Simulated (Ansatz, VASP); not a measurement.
# Zr8C7N (random rock-salt alloy of ZrC and ZrN): VASP beside Ansatz

Wanted: the spread between two codes on one cell, functional and k mesh. The cell is taken from a series of runs on this material, whose earlier steps may have relaxed, scaled, displaced or heated it; both programs get it as it stands.

Program: Ansatz 0.2.0. Level of theory: plane waves, with VASP 6.6.1 beside it; PBE. Results are calculated unless marked as measured.

## 1. The starting structure

The cell holds 64 atoms: 32 Zr, 4 N and 28 C. Its edges and angles: a = 9.334 Å, b = 9.334 Å, c = 9.334 Å, α = 90.0°, β = 90.0°, γ = 90.0°. It derives from ZrC (rock-salt), repeated 2×2×2. As first built, before any earlier steps moved the atoms or strained the cell (in the runner's words): rock-salt ZrC, 2 x 2 x 2 conventional cells, 4 of 32 C sites given to N at random (x = 0.125), lattice by Vegard's rule (a = 4.683 A); displaced by a Gaussian of 0.02 A.

Structure file:

```cif
data_structure
_symmetry_space_group_name_H-M 'P 1'
_symmetry_Int_Tables_number 1
_cell_length_a 9.3345
_cell_length_b 9.3345
_cell_length_c 9.3345
_cell_angle_alpha 90.000
_cell_angle_beta 90.000
_cell_angle_gamma 90.000
_cell_volume 813.34
loop_
_atom_site_label
_atom_site_type_symbol
_atom_site_fract_x
_atom_site_fract_y
_atom_site_fract_z
_atom_site_occupancy
Zr1 Zr 0.00011 0.00083 0.99988 1
Zr2 Zr 0.00060 0.25027 0.25033 1
Zr3 Zr 0.25099 0.00066 0.25059 1
Zr4 Zr 0.25028 0.25009 0.00038 1
Zr5 Zr 0.00046 0.00015 0.50033 1
Zr6 Zr 0.00036 0.25037 0.74998 1
Zr7 Zr 0.25035 0.00045 0.74957 1
Zr8 Zr 0.25054 0.25014 0.49995 1
Zr9 Zr 0.00035 0.50006 0.00010 1
Zr10 Zr 0.00000 0.74977 0.25067 1
Zr11 Zr 0.25076 0.49995 0.25043 1
Zr12 Zr 0.25116 0.74928 0.99957 1
Zr13 Zr 0.00044 0.50001 0.50038 1
Zr14 Zr 0.00031 0.74999 0.75005 1
Zr15 Zr 0.25082 0.49994 0.75011 1
Zr16 Zr 0.25041 0.74993 0.50003 1
Zr17 Zr 0.50119 0.00029 0.00036 1
Zr18 Zr 0.50081 0.25020 0.25041 1
Zr19 Zr 0.75045 0.00035 0.25044 1
Zr20 Zr 0.75082 0.25038 0.00043 1
Zr21 Zr 0.50073 0.00036 0.50032 1
Zr22 Zr 0.50086 0.25038 0.74994 1
Zr23 Zr 0.75045 0.00061 0.75004 1
Zr24 Zr 0.75078 0.25040 0.50007 1
Zr25 Zr 0.50070 0.49983 0.00002 1
Zr26 Zr 0.50068 0.74981 0.25037 1
Zr27 Zr 0.75049 0.50004 0.25055 1
Zr28 Zr 0.75078 0.75000 0.00045 1
Zr29 Zr 0.50084 0.49989 0.50045 1
Zr30 Zr 0.50086 0.74980 0.74990 1
Zr31 Zr 0.75034 0.50002 0.75012 1
Zr32 Zr 0.75067 0.74996 0.50013 1
N33 N 0.25058 0.99865 0.00018 1
N34 N 0.25005 0.75059 0.24870 1
N35 N 0.00196 0.75097 0.00084 1
N36 N 0.49996 0.00020 0.75102 1
C37 C 0.25058 0.24919 0.24954 1
C38 C 0.00185 0.99876 0.24895 1
C39 C 0.00138 0.24963 0.00016 1
C40 C 0.25107 0.99955 0.50016 1
C41 C 0.25110 0.24900 0.75072 1
C42 C 0.00127 0.99950 0.75163 1
C43 C 0.00073 0.25020 0.50023 1
C44 C 0.25015 0.50151 0.00068 1
C45 C 0.00140 0.50135 0.24956 1
C46 C 0.25068 0.50087 0.49959 1
C47 C 0.25071 0.75148 0.75155 1
C48 C 0.00077 0.50098 0.75082 1
C49 C 0.00132 0.75037 0.49967 1
C50 C 0.75052 0.99948 0.99962 1
C51 C 0.75058 0.25001 0.25016 1
C52 C 0.49916 0.99933 0.24950 1
C53 C 0.50008 0.24903 0.99969 1
C54 C 0.75011 0.00015 0.50065 1
C55 C 0.75003 0.24945 0.75015 1
C56 C 0.50059 0.24962 0.50076 1
C57 C 0.75120 0.50058 0.00015 1
C58 C 0.75124 0.75023 0.24937 1
C59 C 0.50004 0.50061 0.25004 1
C60 C 0.49927 0.75148 0.00023 1
C61 C 0.75060 0.50023 0.50001 1
C62 C 0.75057 0.75080 0.75071 1
C63 C 0.50068 0.50030 0.75015 1
C64 C 0.50018 0.75096 0.50021 1
```

## 2. Ansatz: single point, PBE, pair 1

Ansatz runs on its PAW soft_1 files.

With cell and atoms fixed, the geometry can't cause a difference; cores, projectors, grids and the points listed under the comparison can.

Input file input.yaml:

```yaml
crystal:
  lattice:
    - [9.334476020203695, 0.0, 0.0]
    - [0.0, 9.334476020203695, 0.0]
    - [0.0, 0.0, 9.334476020203695]
  atoms:
    - { symbol: Zr, position: [0.00011263306797717984, 1.0008302799912554, 0.9998799837995559] }
    - { symbol: "N", position: [0.2505796804542359, 0.9986514323854593, 1.0001846905661125] }
    - { symbol: Zr, position: [1.0005974614335646, 0.250270056398585, 0.2503256206141157] }
    - { symbol: C, position: [0.250584136388499, 0.2491899232042992, 0.24953698144109718] }
    - { symbol: Zr, position: [0.25099443862161563, 0.0006641264638504363, 0.2505876077146875] }
    - { symbol: C, position: [0.001847415388355457, 0.9987565442281532, 0.2489458253653532] }
    - { symbol: Zr, position: [0.25028151405434046, 0.2500938100234733, 1.0003765745515707] }
    - { symbol: C, position: [1.0013772032302224, 0.24963043490185066, 0.00016300537498134093] }
    - { symbol: Zr, position: [0.0004613670473101829, 1.0001535230957952, 0.5003265498562743] }
    - { symbol: C, position: [0.25107151345458795, -0.0004551780281571269, 0.5001563344527917] }
    - { symbol: Zr, position: [0.0003564447533049894, 0.2503656814293618, 0.7499824264590459] }
    - { symbol: C, position: [0.2511017151880746, 0.24899743482266037, 0.7507194968342593] }
    - { symbol: Zr, position: [0.2503519239600648, 1.000446358888808, 0.7495648616924319] }
    - { symbol: C, position: [0.0012719626877117278, -0.0005021998073051936, 0.7516266874906994] }
    - { symbol: Zr, position: [0.2505408344660026, 0.2501393464686212, 0.49994965017982546] }
    - { symbol: C, position: [1.000731441103515, 0.2501964606386271, 0.5002276537264942] }
    - { symbol: Zr, position: [1.000349864092575, 0.5000602756821048, 1.0001041847629022] }
    - { symbol: C, position: [0.2501469431626294, 0.5015078751634914, 1.0006795321047235] }
    - { symbol: Zr, position: [4.212268740461133e-06, 0.7497653732287661, 0.2506713109149632] }
    - { symbol: "N", position: [0.25004770056717823, 0.7505902307544441, 0.24870305325294217] }
    - { symbol: Zr, position: [0.2507638337672031, 0.49995353673215276, 0.25043152603927693] }
    - { symbol: C, position: [0.0014029054636470802, 0.5013553696425893, 0.24955931995354616] }
    - { symbol: Zr, position: [0.2511545203025521, 0.7492763677274092, -0.00042748113786518174] }
    - { symbol: "N", position: [0.0019603500660604067, 0.7509753740694655, 0.0008421973920965262] }
    - { symbol: Zr, position: [0.0004407369585861158, 0.5000087793956167, 0.5003780154451504] }
    - { symbol: C, position: [0.2506794569825978, 0.5008691485800226, 0.49959212428984345] }
    - { symbol: Zr, position: [0.00031158787741166475, 0.7499871836578386, 0.7500508137679353] }
    - { symbol: C, position: [0.25070590922781255, 0.7514793567387091, 0.7515509237935684] }
    - { symbol: Zr, position: [0.25081678107210265, 0.49994154117159456, 0.7501069121817693] }
    - { symbol: C, position: [1.0007723464539926, 0.5009766419527353, 0.7508164872560327] }
    - { symbol: Zr, position: [0.25041134602940573, 0.7499261656793044, 0.5000252993530282] }
    - { symbol: C, position: [1.0013155230255997, 0.7503687560180098, 0.49967338966512903] }
    - { symbol: Zr, position: [0.5011855549983231, 0.000288595322610631, 1.000356753125386] }
    - { symbol: C, position: [0.7505201482953817, 0.9994839928010971, -0.0003849564693977815] }
    - { symbol: Zr, position: [0.5008087435214968, 0.2501989667771197, 0.25040761592829025] }
    - { symbol: C, position: [0.7505809968529424, 0.2500132083452425, 0.2501548486323506] }
    - { symbol: Zr, position: [0.7504529926161776, 0.0003532075951400021, 0.25043766382813964] }
    - { symbol: C, position: [0.4991550488149594, 0.9993305570109522, 0.249501634193245] }
    - { symbol: Zr, position: [0.7508226900834742, 0.25037989303938424, 0.00042951513231560644] }
    - { symbol: C, position: [0.5000822169546062, 0.2490287141378778, 0.9996868609567862] }
    - { symbol: Zr, position: [0.5007314899621295, 0.00036502919675868015, 0.5003223930908931] }
    - { symbol: C, position: [0.7501071503299951, 0.00014609880722471475, 0.5006489831324931] }
    - { symbol: Zr, position: [0.5008560021433419, 0.250380779516684, 0.7499368556822983] }
    - { symbol: C, position: [0.7500318752293049, 0.2494511556732401, 0.7501543126010123] }
    - { symbol: Zr, position: [0.7504509526516688, 0.0006138286527240887, 0.7500384386304993] }
    - { symbol: "N", position: [0.49995731205708394, 0.00020299938820715448, 0.7510206983499399] }
    - { symbol: Zr, position: [0.7507844708219094, 0.25040309307505304, 0.5000662347994673] }
    - { symbol: C, position: [0.5005864347401533, 0.24961895594001537, 0.5007635056798623] }
    - { symbol: Zr, position: [0.5007016733866742, 0.4998251401940476, 1.0000152935386204] }
    - { symbol: C, position: [0.7512000889357383, 0.5005842987328418, 1.0001534681604116] }
    - { symbol: Zr, position: [0.5006793860021735, 0.749811730503158, 0.25037064803605913] }
    - { symbol: C, position: [0.7512423866598297, 0.7502311445236254, 0.24937088728354806] }
    - { symbol: Zr, position: [0.7504881580537761, 0.5000450180235259, 0.25054754650968697] }
    - { symbol: C, position: [0.5000437178809995, 0.5006105998935654, 0.25004413923533675] }
    - { symbol: Zr, position: [0.7507828255264049, 0.7499974751990293, 0.00044882140936471266] }
    - { symbol: C, position: [0.4992658157903915, 0.7514808283219391, 1.0002291157739263] }
    - { symbol: Zr, position: [0.5008406868050833, 0.4998857612549849, 0.5004552167062435] }
    - { symbol: C, position: [0.7505945852578958, 0.500233344188727, 0.5000045323323752] }
    - { symbol: Zr, position: [0.5008563184019067, 0.7498025989355509, 0.7498976237781576] }
    - { symbol: C, position: [0.7505728360956311, 0.7507963757240983, 0.7507093266523008] }
    - { symbol: Zr, position: [0.7503431892459894, 0.5000181832132568, 0.7501180963007897] }
    - { symbol: C, position: [0.5006771210841726, 0.5003012051370263, 0.7501519059574004] }
    - { symbol: Zr, position: [0.7506694527352372, 0.7499640293107422, 0.5001249698430963] }
    - { symbol: C, position: [0.500176126222385, 0.7509550012056243, 0.5002135786555497] }
kpoints:
  mp_grid:
    grid: [2, 2, 2]
hamiltonian:
  xc: pbe
  pseudopotentials:
    kind: paw
    xc_functional: pbe
    azcp:
      folder: "./paw"
scf:
  occupations:
    method: gaussian
    width: 0.05
output:
  forces: true
  stress: true
  eigenvalues: true
```

On the command line:

```bash
$ python scan.py
```

## 3. VASP: single point, PBE, pair 1

The same cell, functional, mesh and smearing now go to VASP, with its own data sets.

Lines of VASP's logs that name or quote its potential files are left out, and so is its time.

Input file INCAR:

```
SYSTEM = Zr8C7N
PREC = Accurate
ENCUT = 600
EDIFF = 1E-06
NELM = 120
ISMEAR = 0
SIGMA = 0.05
LREAL = Auto
ALGO = Normal
GGA = PE
NBANDS = 304
LASPH = .TRUE.
LORBIT = 11
LWAVE = .FALSE.
LCHARG = .FALSE.
ISIF = 2
GGA_COMPAT = .FALSE.
KPAR = 8
```

Input file POSCAR:

```
Zr8C7N
1.0
    9.3344760000      0.0000000000      0.0000000000
    0.0000000000      9.3344760000      0.0000000000
    0.0000000000      0.0000000000      9.3344760000
Zr N C
32 4 28
Direct
    0.0001130000      0.0008300000      0.9998800000
    0.0005970000      0.2502700000      0.2503260000
    0.2509940000      0.0006640000      0.2505880000
    0.2502820000      0.2500940000      0.0003770000
    0.0004610000      0.0001540000      0.5003270000
    0.0003560000      0.2503660000      0.7499820000
    0.2503520000      0.0004460000      0.7495650000
    0.2505410000      0.2501390000      0.4999500000
    0.0003500000      0.5000600000      0.0001040000
    0.0000040000      0.7497650000      0.2506710000
    0.2507640000      0.4999540000      0.2504320000
    0.2511550000      0.7492760000      0.9995730000
    0.0004410000      0.5000090000      0.5003780000
    0.0003120000      0.7499870000      0.7500510000
    0.2508170000      0.4999420000      0.7501070000
    0.2504110000      0.7499260000      0.5000250000
    0.5011860000      0.0002890000      0.0003570000
    0.5008090000      0.2501990000      0.2504080000
    0.7504530000      0.0003530000      0.2504380000
    0.7508230000      0.2503800000      0.0004300000
    0.5007310000      0.0003650000      0.5003220000
    0.5008560000      0.2503810000      0.7499370000
    0.7504510000      0.0006140000      0.7500380000
    0.7507840000      0.2504030000      0.5000660000
    0.5007020000      0.4998250000      0.0000150000
    0.5006790000      0.7498120000      0.2503710000
    0.7504880000      0.5000450000      0.2505480000
    0.7507830000      0.7499970000      0.0004490000
    0.5008410000      0.4998860000      0.5004550000
    0.5008560000      0.7498030000      0.7498980000
    0.7503430000      0.5000180000      0.7501180000
    0.7506690000      0.7499640000      0.5001250000
    0.2505800000      0.9986510000      0.0001850000
    0.2500480000      0.7505900000      0.2487030000
    0.0019600000      0.7509750000      0.0008420000
    0.4999570000      0.0002030000      0.7510210000
    0.2505840000      0.2491900000      0.2495370000
    0.0018470000      0.9987570000      0.2489460000
    0.0013770000      0.2496300000      0.0001630000
    0.2510720000      0.9995450000      0.5001560000
    0.2511020000      0.2489970000      0.7507190000
    0.0012720000      0.9994980000      0.7516270000
    0.0007310000      0.2501960000      0.5002280000
    0.2501470000      0.5015080000      0.0006800000
    0.0014030000      0.5013550000      0.2495590000
    0.2506790000      0.5008690000      0.4995920000
    0.2507060000      0.7514790000      0.7515510000
    0.0007720000      0.5009770000      0.7508160000
    0.0013160000      0.7503690000      0.4996730000
    0.7505200000      0.9994840000      0.9996150000
    0.7505810000      0.2500130000      0.2501550000
    0.4991550000      0.9993310000      0.2495020000
    0.5000820000      0.2490290000      0.9996870000
    0.7501070000      0.0001460000      0.5006490000
    0.7500320000      0.2494510000      0.7501540000
    0.5005860000      0.2496190000      0.5007640000
    0.7512000000      0.5005840000      0.0001530000
    0.7512420000      0.7502310000      0.2493710000
    0.5000440000      0.5006110000      0.2500440000
    0.4992660000      0.7514810000      0.0002290000
    0.7505950000      0.5002330000      0.5000050000
    0.7505730000      0.7507960000      0.7507090000
    0.5006770000      0.5003010000      0.7501520000
    0.5001760000      0.7509550000      0.5002140000
```

Input file KPOINTS:

```
Automatic mesh
0
Gamma
2 2 2
0 0 0
```

Potentials, in the order of the species: Zr_sv, N and C (PBE family, release 64).

On the command line:

```bash
$ mpirun -np 8 vasp_std
```

The program printed:

```text
[banner, memory and clock lines left out]
running    8 mpi-ranks, on    1 nodes
[...]
|                                                                             |
|           W    W    AA    RRRRR   N    N  II  N    N   GGGG   !!!           |
|           W    W   A  A   R    R  NN   N  II  NN   N  G    G  !!!           |
|           W    W  A    A  R    R  N N  N  II  N N  N  G       !!!           |
|           W WW W  AAAAAA  RRRRR   N  N N  II  N  N N  G  GGG   !            |
|           WW  WW  A    A  R   R   N   NN  II  N   NN  G    G                |
|           W    W  A    A  R    R  N    N  II  N    N   GGGG   !!!           |
|                                                                             |
|     For optimal performance we recommend to set                             |
|       NCORE = 2 up to number-of-cores-per-socket                            |
|     NCORE specifies how many cores store one orbital (NPAR=cpu/NCORE).      |
|     This setting can greatly improve the performance of VASP for DFT.       |
|     The default, NCORE=1 might be grossly inefficient on modern             |
|     multi-core architectures or massively parallel machines. Do your        |
|     Unfortunately you need to use the default for GW and RPA                |
|     calculations (for HF NCORE is supported but not extensively tested      |
|     yet).                                                                   |
|                                                                             |

 LDA part: xc-table for (Slater+PW92), standard interpolation
 POSCAR, INCAR and KPOINTS ok, starting setup
[...]
entering main loop
       N       E                     dE             d eps       ncg     rms          rms(c)
DAV:   1     0.588529983171E+04    0.58853E+04   -0.29458E+05  4864   0.192E+03
DAV:   2    -0.381904389312E+02   -0.59235E+04   -0.57204E+04  5408   0.544E+02
DAV:   3    -0.689116904717E+03   -0.65093E+03   -0.63628E+03  6976   0.146E+02
DAV:   4    -0.738808521831E+03   -0.49692E+02   -0.49585E+02  7088   0.341E+01
[...]
DAV:  15    -0.628518151545E+03    0.29817E-05   -0.18447E-06  3432   0.351E-03    0.519E-03
DAV:  16    -0.628518149365E+03    0.21801E-05   -0.91832E-07  3072   0.191E-03    0.200E-03
DAV:  17    -0.628518148869E+03    0.49615E-06   -0.35231E-07  3024   0.132E-03
   1 F= -.62851815E+03 E0= -.62851344E+03  d E =-.941575E-02
```

Parts of OUTCAR (step 3):

```text
  Total       22.1402549     21.4112047     22.0697948     -0.0013205      0.0261043      0.0276213
  in kB       43.6137439     42.1775991     43.4749456     -0.0026012      0.0514225      0.0544108
  external PRESSURE =      43.0887629 kB  Pullay stress =       0.0000000 kB

 POSITION                                       TOTAL-FORCE (eV/Angst)
 -----------------------------------------------------------------------------------
      0.00105      0.00775      9.33336         0.011506     -0.016111      0.002019
      0.00557      2.33614      2.33666        -0.005919      0.017608      0.005663
      2.34290      0.00620      2.33911        -0.015336     -0.015521     -0.010747
      2.33625      2.33450      0.00352         0.013584     -0.004002      0.012623
      0.00430      0.00144      4.67029        -0.002027      0.019864      0.013362
      0.00332      2.33704      7.00069        -0.002446      0.000634      0.002588
      2.33690      0.00416      6.99680         0.017676     -0.005453      0.031742
      2.33867      2.33492      4.66677        -0.002578      0.029312      0.000194
      0.00327      4.66780      0.00097         0.015962      0.013375     -0.011035
      0.00004      6.99866      2.33988         0.021614      0.002797      0.001573
      2.34075      4.66681      2.33765         0.011563      0.015717     -0.008655
      2.34440      6.99410      9.33049        -0.008365      0.010888      0.018744
      0.00412      4.66732      4.67077        -0.004283      0.011089      0.004634
      0.00291      7.00074      7.00133         0.014156      0.002627      0.006450
[...]
-----------------------------------------------------------------------------------
    total drift:                                0.147323      0.025859      0.032598

  FREE ENERGIE OF THE ION-ELECTRON SYSTEM (eV)
  ---------------------------------------------------
  free  energy   TOTEN  =      -628.5181488692 eV

  energy  without entropy=     -628.5087331162  energy(sigma->0) =     -628.51344099

[... 1 further part left out ...]
```

The k-mesh is coarse for a metal.

The run ends at a pressure of 4.31 GPa, with forces up to 0.040 eV/Å.

## 4. Comparison

Known differences besides the potentials themselves: Ansatz takes its cutoff from its data sets, VASP runs at 600 eV. Total energies have different zeros and are not compared.

Both answers:

```tsv
quantity	Ansatz	VASP	difference
pressure (GPa)	4.21	4.31	-0.10
```

The largest component of a force difference here is 8 meV/Å.

(Part 1 of 2 ends here.)

[Lines on the potential files, build, host, timing and source positions are cut from VASP's logs without a mark.]

[Logs are printed without paths, hosts, clocks, repeated set-up lines and the standing remarks that a program may print on its own settings, such as how far it seeks lower states.]

[Hosts, paths, dates, database ids (printed as entryN), source tags and the programs' standing remarks are cut or masked in the printed files.]
